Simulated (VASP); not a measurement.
```yaml
crystal:
  lattice:
    - [0.00000, 2.18860, 2.18860]
    - [2.18860, 0.00000, 2.18860]
    - [2.18860, 2.18860, 0.00000]
  atoms:
    - { symbol: Al, position: [0.00000, 0.00000, 0.00000] }
    - { symbol: N, position: [0.25000, 0.25000, 0.25000] }
```

Method: AM05 GGA, VASP's PBE PAW potentials (set 64) (plane waves; VASP). Run with 520 eV cut-off, 12×12×12 Γ-centred mesh, tetrahedra with Blöchl corrections, potentials Al N.

Problem. Predict the energy per atom (σ→0), band gap (on the k-mesh) with the smallest direct gap where there is one.

Solution. 
| Quantity | Result |
|---|---|
| band gap (on the k-mesh) | 3.19 eV |
| smallest direct gap (on the k-mesh) | 4.13 eV |
| energy per atom (σ→0) | -7.618 eV/atom |

Total energies compare only between runs with the same potentials, cut-off and functional.

The compound is AlN in the zinc blende structure, a metastable form; wurtzite is the usual one. It was relaxed first.
